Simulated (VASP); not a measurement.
Method: r2SCAN+rVV10, VASP's PBE PAW potentials (set 64) (plane waves; VASP 6.6.1).

VASP ran on this input.

**INCAR**
```
ALGO  =  Normal
BPARAM  =  11.95
CPARAM  =  0.0093
EDIFF  =  1E-7
ENCUT  =  520
ISIF  =  2
ISMEAR  =  -5
LASPH  =  T
LCHARG  =  F
LEFG  =  T
LMAXMIX  =  4
LMIXTAU  =  T
LORBIT  =  11
LREAL  =  F
LUSE_VDW  =  T
LWAVE  =  F
METAGGA  =  R2SCAN
NEDOS  =  601
NELM  =  100
PREC  =  Accurate
SYSTEM  =  CsPbBr3
```

File POSCAR:
```
CsPbBr3
1.0
  5.8912461875   0.0000000000   0.0000000000
  0.0000000000   5.8912461875   0.0000000000
  0.0000000000   0.0000000000   5.8912461875
Cs Pb Br
1 1 3
direct
  0.0000000000   0.0000000000   0.0000000000
  0.5000000000   0.5000000000   0.5000000000
  0.5000000000   0.0000000000   0.5000000000
  0.0000000000   0.5000000000   0.5000000000
  0.5000000000   0.5000000000   0.0000000000
```

### KPOINTS_OPT
```
k-points along high-symmetry lines
10
Line-mode
Reciprocal
  0.000000   0.000000   0.000000 ! GAMMA
  0.000000   0.500000   0.000000 ! X

  0.000000   0.500000   0.000000 ! X
  0.500000   0.500000   0.000000 ! M

  0.500000   0.500000   0.000000 ! M
  0.000000   0.000000   0.000000 ! GAMMA

  0.000000   0.000000   0.000000 ! GAMMA
  0.500000   0.500000   0.500000 ! R

  0.500000   0.500000   0.500000 ! R
  0.000000   0.500000   0.000000 ! X

  0.500000   0.500000   0.500000 ! R
  0.500000   0.500000   0.000000 ! M
```

File KPOINTS:
```
Automatic mesh
0
Gamma
4 4 4
0 0 0
```

POTCAR, in this order: Cs_sv Pb_d Br (PBE.64 set). Program: vasp_std.

Output

File OUTCAR:
```
 ion  position               nearest neighbor table
   1  0.000  0.000  0.000-
   2  0.500  0.500  0.500-   3 2.95   4 2.95   5 2.95   5 2.95   3 2.95   4 2.95
   3  0.500  0.000  0.500-   2 2.95   2 2.95
   4  0.000  0.500  0.500-   2 2.95   2 2.95
   5  0.500  0.500  0.000-   2 2.95   2 2.95
  LATTYP: Found a simple cubic cell.
 ALAT       =     5.8912461875
 Subroutine PRICEL returns:
 Original cell was already a primitive cell.
 Subroutine GETGRP returns: Found 48 space group operations
The static configuration has the point symmetry O_h .
The dynamic configuration has the point symmetry O_h .
 Subroutine INISYM returns: Found 48 space group operations
 Subroutine IBZKPT returns following result:
 Found     10 irreducible k-points:

 Following reciprocal coordinates:
            Coordinates               Weight
  0.000000  0.000000  0.000000      1.000000
  0.250000  0.000000  0.000000      6.000000
  0.500000  0.000000  0.000000      3.000000
  0.250000  0.250000  0.000000     12.000000
  0.500000  0.250000  0.000000     12.000000
  0.500000  0.500000  0.000000      3.000000
  0.250000  0.250000  0.250000      8.000000
  0.500000  0.250000  0.250000     12.000000
  0.500000  0.500000  0.250000      6.000000
  0.500000  0.500000  0.500000      1.000000
   k-points           NKPTS =     10   k-points in BZ     NKDIM =     10   number of bands    NBANDS=     26
   number of dos      NEDOS =    601   number of ions     NIONS =      5
   total plane-waves  NPLWV = 110592
   dimension x,y,z NGX =    48 NGY =   48 NGZ =   48
   dimension x,y,z NGXF=    96 NGYF=   96 NGZF=   96
   ions per type =               1   1   3
   PREC   = accura    normal or accurate (medium, high low for compatibility)
   ISTART =      0    job   : 0-new  1-cont  2-samecut
   ICHARG =      2    charge: 1-file 2-atom 10-const
   ISPIN  =      1    spin polarized calculation?
   LNONCOLLINEAR =      F non collinear calculations
   LSORBIT =      F    spin-orbit coupling
   INIWAV =      1    electr: 0-lowe 1-rand  2-diag
   ENCUT  =  520.0 eV  38.22 Ry    6.18 a.u.  10.95 10.95 10.95*2*pi/ulx,y,z
   NELM   =    100;   NELMIN=  2; NELMDL= -5     # of ELM steps
   EDIFF  = 0.1E-06   stopping-criterion for ELM
   LREAL  =      F    real-space projection
   NLSPLINE    = F    spline interpolate recip. space projectors
   LMAXMIX     =    4 max onsite mixed and CHGCAR
   VOSKOWN=      0    Vosko Wilk Nusair interpolation
   EDIFFG = 0.1E-05   stopping-criterion for IOM
   NSW    =      0    number of steps for IOM
   NBLOCK =      1;   KBLOCK =      1    inner block; outer block
   IBRION =     -1    ionic relax: 0-MD 1-quasi-New 2-CG
   NFREE  =      0    steps in history (QN), initial steepest desc. (CG)
   ISIF   =      2    stress and relaxation
   ISYM   =      2    0-nonsym 1-usesym 2-fastsym
   TEIN   =    0.0    initial temperature
   TEBEG  =    0.0;   TEEND  =   0.0 temperature during run
   SMASS  =  -3.00    Nose mass-parameter (am)
   PSTRESS=    0.0 pullay stress
   NELECT =      44.0000    total number of electrons
   EFERMI =   0.00;   METHOD = LEGACY
   ISMEAR =    -5;   SIGMA  =   0.20  broadening in eV -4-tet -1-fermi 0-gaus
   IALGO  =     38    algorithm
   LDIAG  =      T    sub-space diagonalisation (order eigenvalues)
   IMIX   =      4    mixing-type and parameters
     AMIX     =   0.40;   BMIX     =  1.00
     AMIX_MAG =   1.60;   BMIX_MAG =  1.00
     AMIN     =   0.10
   METAGGA = R2SCAN    functional components
   VOSKOWN =     0    Vosko Wilk Nusair interpolation
   LHFCALC =     F    Hartree Fock is set to
   LHFONE  =     F    Hartree Fock one center treatment
   AEXX    =    0.0000 exact exchange contribution
   LUSE_VDW   =     T    switch on vdW DFT
...
```

OSZICAR:
```
       N       E                     dE             d eps       ncg     rms          rms(c)
DAV:   1     0.288652574404E+03    0.28865E+03   -0.19085E+04   520   0.152E+03
DAV:   2    -0.857004528474E+02   -0.37435E+03   -0.36702E+03   646   0.340E+02
DAV:   3    -0.134929462812E+03   -0.49229E+02   -0.49031E+02   602   0.129E+02
DAV:   4    -0.137008335453E+03   -0.20789E+01   -0.20702E+01   704   0.344E+01
DAV:   5    -0.137056203000E+03   -0.47868E-01   -0.47785E-01   638   0.437E+00    0.383E+00
DAV:   6    -0.131027794299E+03    0.60284E+01   -0.29628E+00   674   0.286E+01    0.295E+00
DAV:   7    -0.125557617081E+03    0.54702E+01   -0.16022E+00   550   0.815E+00    0.138E+00
DAV:   8    -0.126519066674E+03   -0.96145E+00   -0.59728E-01   646   0.485E+00    0.614E-01
DAV:   9    -0.126642576101E+03   -0.12351E+00   -0.38072E-01   526   0.455E+00    0.623E-01
DAV:  10    -0.126871573077E+03   -0.22900E+00   -0.20671E-01   556   0.388E+00    0.196E-01
DAV:  11    -0.126937351868E+03   -0.65779E-01   -0.17882E-01   530   0.373E+00    0.287E-01
DAV:  12    -0.126931355710E+03    0.59962E-02   -0.15955E-02   600   0.104E+00    0.192E-01
DAV:  13    -0.126935160796E+03   -0.38051E-02   -0.15938E-02   560   0.112E+00    0.188E-01
DAV:  14    -0.126937899081E+03   -0.27383E-02   -0.66877E-03   556   0.767E-01    0.596E-02
DAV:  15    -0.126938770279E+03   -0.87120E-03   -0.83823E-04   566   0.309E-01    0.404E-02
DAV:  16    -0.126939658761E+03   -0.88848E-03   -0.31280E-04   532   0.184E-01    0.338E-02
DAV:  17    -0.126939735181E+03   -0.76420E-04   -0.27090E-04   550   0.163E-01    0.212E-02
DAV:  18    -0.126939835141E+03   -0.99960E-04   -0.24862E-05   634   0.454E-02    0.973E-03
DAV:  19    -0.126939847399E+03   -0.12258E-04   -0.51777E-06   592   0.244E-02    0.736E-03
DAV:  20    -0.126939876588E+03   -0.29190E-04   -0.10485E-05   612   0.311E-02    0.390E-03
DAV:  21    -0.126939877766E+03   -0.11780E-05   -0.14237E-06   622   0.112E-02    0.449E-03
DAV:  22    -0.126939877775E+03   -0.90731E-08   -0.38893E-08   440   0.189E-03
   1 F= -.12693988E+03 E0= -.12693988E+03  d E =0.000000E+00
       N       E                     dE             ncg
       N       E                     dE             ncg
       N       E                     dE             ncg
       N       E                     dE             ncg
       N       E                     dE             ncg
       N       E                     dE             ncg
```

OUTCAR:
```
------------------------ aborting loop because EDIFF is reached ----------------------------------------
  FORCE on cell =-STRESS in cart. coord.  units (eV):
  Direction    XX          YY          ZZ          XY          YZ          ZX
  --------------------------------------------------------------------------------------
  Total        0.0955981      0.0955981      0.0955981     -0.0000000     -0.0000000      0.0000000
  in kB        0.7490972      0.7490972      0.7490972     -0.0000000     -0.0000000      0.0000000
  external PRESSURE =       0.7490972 kB  Pullay stress =       0.0000000 kB
  volume of cell :      204.47
      direct lattice vectors                 reciprocal lattice vectors
     5.891246188  0.000000000  0.000000000     0.169743373  0.000000000  0.000000000
     0.000000000  5.891246188  0.000000000     0.000000000  0.169743373  0.000000000
     0.000000000  0.000000000  5.891246188     0.000000000  0.000000000  0.169743373
 POSITION                                       TOTAL-FORCE (eV/Angst)
 -----------------------------------------------------------------------------------
      0.00000      0.00000      0.00000         0.000000      0.000000      0.000000
      2.94562      2.94562      2.94562         0.000000      0.000000      0.000000
      2.94562      0.00000      2.94562         0.000000      0.000000      0.000000
      0.00000      2.94562      2.94562         0.000000      0.000000      0.000000
      2.94562      2.94562      0.00000         0.000000      0.000000      0.000000
 -----------------------------------------------------------------------------------
    total drift:                                0.000000     -0.000000     -0.000000
  FREE ENERGIE OF THE ION-ELECTRON SYSTEM (eV)
  ---------------------------------------------------
  free  energy   TOTEN  =      -126.9398777755 eV

  energy  without entropy=     -126.9398777755  energy(sigma->0) =     -126.93987778

 total charge

# of ion       s       p       d       tot
------------------------------------------
    1        1.843   4.712   0.010   6.565
    2        1.506   0.442   9.848  11.796
    3        1.605   3.291   0.007   4.903
    4        1.605   3.291   0.007   4.903
    5        1.605   3.291   0.007   4.903
--------------------------------------------------
tot          8.164  15.026   9.880  33.070

 Electric field gradients after diagonalization (V/A^2)
 (convention: |V_zz| > |V_xx| > |V_yy|)
----------------------------------------------------------------------
 ion       V_xx      V_yy      V_zz     asymmetry (V_yy - V_xx)/ V_zz
----------------------------------------------------------------------
   1       0.000     0.000     0.000      -0.031
   2       0.000    -0.000     0.000      -0.906
   3     -84.344   -84.344   168.689       0.000
   4     -84.344   -84.344   168.689       0.000
   5     -84.344   -84.344   168.689       0.000
```
(Selected blocks of OUTCAR.)

The compound is CsPbBr3 in the cubic perovskite structure, the ideal cubic form; the compound distorts at low or room temperature. It was relaxed first.
